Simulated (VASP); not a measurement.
Here is a VASP 6.6.1 calculation.

The input INCAR:

```
SYSTEM = SiBrClF2
PREC = Accurate
ENCUT = 520
EDIFF = 1E-6
ISMEAR = 0
SIGMA = 0.01
LREAL = .FALSE.
LASPH = .TRUE.
NELM = 100
ALGO = Normal
ISIF = 2
LWAVE = .FALSE.
LCHARG = .FALSE.
GGA = PE
IVDW = 2
LORBIT = 11
```

File KPOINTS:

```
regular mesh
0
G
  1 1 1
  0 0 0
```

The input POSCAR:

```
SiBrClF2
1.0
   12.0000000000      0.0000000000      0.0000000000
    0.0000000000     12.0000000000      0.0000000000
    0.0000000000      0.0000000000     12.0000000000
F Si Cl Br
2 1 1 1
Direct
    0.6064125000      0.3790625000      0.5093416700
    0.4409708300      0.4519458300      0.6188416700
    0.4997208300      0.4546625000      0.5018083300
    0.3957541700      0.3914125000      0.3868250000
    0.5489875000      0.6244375000      0.4632333300
```

Potentials or basis: VASP PAW PBE potentials, release 64 (F, Si, Cl, Br).

Launch:

```sh
$ cat potpaw_PBE.64/F/POTCAR potpaw_PBE.64/Si/POTCAR potpaw_PBE.64/Cl/POTCAR potpaw_PBE.64/Br/POTCAR > POTCAR
$ mpirun -np 1 vasp_gam > vasp.out
```

Question: Predict the Hirshfeld charges.

Answer: F -0.16; Si +0.42; Cl -0.06; Br -0.04 e.

Question: Predict the dispersion energy per atom.

Answer: -0.004 eV.

Question: Estimate the largest force.

Answer: 0.895 eV/Å.

Question: Predict the gap between the frontier levels.

Answer: 6.32 eV.

Forces in eV/Å, atoms in the order of the input:
```
F    0.727 -0.520  0.051
F   -0.399 -0.022  0.798
Si  -0.221  0.375 -0.579
Cl  -0.197 -0.132 -0.210
Br   0.091  0.298 -0.060
```

PBE gaps usually lie below the measured ones, often by a third to a half.
